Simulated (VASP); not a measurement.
Output of a VASP run:

### OSZICAR
```
...
DAV:   6    -0.202228209463E+02    0.22728E+01   -0.83659E+00  1482   0.402E+01    0.745E+00
DAV:   7    -0.202849265653E+02   -0.62106E-01   -0.14770E+00  1053   0.861E+00    0.475E+00
DAV:   8    -0.203001649799E+02   -0.15238E-01   -0.56737E-01  1327   0.163E+01    0.159E+00
DAV:   9    -0.202679352911E+02    0.32230E-01   -0.84225E-02  1584   0.862E+00    0.709E-01
DAV:  10    -0.202629020223E+02    0.50333E-02   -0.10489E-01  1440   0.853E+00    0.338E-01
DAV:  11    -0.202622045722E+02    0.69745E-03   -0.17505E-02  1441   0.188E+00    0.995E-02
DAV:  12    -0.202622999162E+02   -0.95344E-04   -0.83473E-04  1071   0.217E-01    0.951E-02
DAV:  13    -0.202622973632E+02    0.25529E-05   -0.26422E-05  1589   0.647E-02    0.934E-02
DAV:  14    -0.202624186372E+02   -0.12127E-03   -0.14758E-03  1267   0.131E+00    0.108E-01
DAV:  15    -0.202624716451E+02   -0.53008E-04   -0.14063E-04  1476   0.167E-01    0.121E-01
DAV:  16    -0.202623510645E+02    0.12058E-03   -0.10829E-04  1375   0.111E-01    0.869E-02
DAV:  17    -0.202622774123E+02    0.73652E-04   -0.10547E-04  1310   0.193E-01    0.550E-02
DAV:  18    -0.202622416371E+02    0.35775E-04   -0.78306E-05  1347   0.112E-01    0.263E-02
DAV:  19    -0.202622345529E+02    0.70842E-05   -0.14730E-05  1400   0.512E-02    0.146E-02
DAV:  20    -0.202622329499E+02    0.16030E-05   -0.23342E-06   746   0.176E-02    0.104E-02
DAV:  21    -0.202622320866E+02    0.86333E-06   -0.15977E-06   711   0.939E-03
   1 F= -.16134969E+02 E0= -.16134969E+02  d E =-.161350E+02
       N       E                     dE             d eps       ncg     rms          rms(c)
DAV:   1    -0.216211741407E+02   -0.13589E+01   -0.29662E+01  1133   0.743E+01    0.968E+00
DAV:   2    -0.202044650473E+02    0.14167E+01   -0.59743E+00  1183   0.271E+01    0.282E+00
DAV:   3    -0.200881569575E+02    0.11631E+00   -0.18999E-01  1302   0.106E+01    0.145E+00
DAV:   4    -0.200642452661E+02    0.23912E-01   -0.90428E-02  1592   0.365E+00    0.793E-01
DAV:   5    -0.200637052333E+02    0.54003E-03   -0.12630E-02  1558   0.174E+00    0.159E-01
DAV:   6    -0.200633699688E+02    0.33526E-03   -0.37627E-03  1748   0.226E+00    0.779E-02
DAV:   7    -0.200633416072E+02    0.28362E-04   -0.45637E-04  1521   0.339E-01    0.374E-02
DAV:   8    -0.200633404958E+02    0.11113E-05   -0.23648E-04  1480   0.242E-01    0.190E-02
DAV:   9    -0.200633362695E+02    0.42263E-05   -0.32834E-05  1446   0.802E-02    0.506E-03
DAV:  10    -0.200633359797E+02    0.28978E-06   -0.44371E-06   974   0.170E-02
   2 F= -.16177072E+02 E0= -.16177072E+02  d E =-.421035E-01
       N       E                     dE             d eps       ncg     rms          rms(c)
DAV:   1    -0.202109876783E+02   -0.14765E+00   -0.16859E+00  1123   0.182E+01    0.227E+00
DAV:   2    -0.201328103577E+02    0.78177E-01   -0.31360E-01  1124   0.639E+00    0.681E-01
DAV:   3    -0.201257213808E+02    0.70890E-02   -0.11784E-02  1178   0.304E+00    0.391E-01
DAV:   4    -0.201243434117E+02    0.13780E-02   -0.47936E-03  1623   0.882E-01    0.216E-01
DAV:   5    -0.201242767247E+02    0.66687E-04   -0.53590E-04  1470   0.273E-01    0.431E-02
DAV:   6    -0.201242594047E+02    0.17320E-04   -0.88996E-05  1693   0.422E-01    0.115E-02
DAV:   7    -0.201242583788E+02    0.10259E-05   -0.12691E-05  1257   0.528E-02    0.682E-03
DAV:   8    -0.201242572996E+02    0.10791E-05   -0.38031E-06  1073   0.510E-02    0.309E-03
DAV:   9    -0.201242568513E+02    0.44837E-06   -0.65866E-07   524   0.239E-02
   3 F= -.16181591E+02 E0= -.16181591E+02  d E =-.466223E-01
```

OUTCAR:
```
------------------------ aborting loop because EDIFF is reached ----------------------------------------
  FORCE on cell =-STRESS in cart. coord.  units (eV):
  Direction    XX          YY          ZZ          XY          YZ          ZX
  --------------------------------------------------------------------------------------
  Total        3.9159379      3.9159379      3.9159379      0.0000000     -0.0000000      0.0000000
  in kB       99.3220866     99.3220866     99.3220866      0.0000000     -0.0000000      0.0000000
  external PRESSURE =      -0.6779134 kB  Pullay stress =     100.0000000 kB
  volume of cell :       63.17
      direct lattice vectors                 reciprocal lattice vectors
     3.982601446  0.000000000 -0.000000000     0.251092160 -0.000000000 -0.000000000
     0.000000000  3.982601446 -0.000000000    -0.000000000  0.251092160 -0.000000000
     0.000000000  0.000000000  3.982601446     0.000000000  0.000000000  0.251092160
 POSITION                                       TOTAL-FORCE (eV/Angst)
 -----------------------------------------------------------------------------------
      0.00000      0.00000      0.00000        -0.000000     -0.000000      0.000000
      1.99130      1.99130      1.99130         0.000000      0.000000      0.000000
      1.99130      0.00000      1.99130        -0.000000      0.000000      0.000000
      0.00000      1.99130      1.99130         0.000000      0.000000      0.000000
      1.99130      1.99130     -0.00000        -0.000000     -0.000000      0.000000
 -----------------------------------------------------------------------------------
    total drift:                                0.000000      0.000000      0.000000
  FREE ENERGIE OF THE ION-ELECTRON SYSTEM (eV)
  ---------------------------------------------------
  free  energy   TOTEN  =       -20.1242568513 eV

  energy  without entropy=      -20.1242568513  energy(sigma->0) =      -20.12425685
  enthalpy is  TOTEN    =       -16.1815911132 eV   P V=        3.9426657380

 reached required accuracy - stopping structural energy minimisation
```
(Selected blocks of OUTCAR.)

POSCAR:
```
KZnF3
1
    4.0438116365    -0.0000000000    -0.0000000000
   -0.0000000000     4.0438116365     0.0000000000
   -0.0000000000    -0.0000000000     4.0438116365
K Zn F
1 1 3
Direct
  0.0000000000   0.0000000000   0.0000000000
  0.5000000000   0.5000000000   0.5000000000
  0.5000000000   0.0000000000   0.5000000000
  0.0000000000   0.5000000000   0.5000000000
  0.5000000000   0.5000000000   0.0000000000
```

Reconstruct the remaining input files.

This is not unique; one that fits is the input of the run itself, PBE GGA, plane waves, VASP's PBE PAW potentials (set 64).

### INCAR
```
SYSTEM = KZnF3
PREC = Accurate
ENCUT = 620
EDIFF = 1E-6
NELM = 100
ALGO = Normal
LREAL = .FALSE.
LASPH = .TRUE.
ISMEAR = 0
SIGMA = 0.05
GGA = PE
LMAXMIX = 4
LWAVE = .FALSE.
LCHARG = .FALSE.
IBRION = 2
ISIF = 3
NSW = 40
EDIFFG = -0.02
PSTRESS = 100
```

### KPOINTS
```
Regular mesh
0
gamma
 6 6 6
0 0 0
```

POTCAR, in this order: K_sv Zn F (PBE.64 set). Program: vasp_std.

Energy and stress use the plane-wave basis of the starting cell.

The compound is KZnF3 in the cubic perovskite structure. This run relaxes it under an external pressure of 10 GPa. Symmetry was kept, so distortions that lower it aren't found.
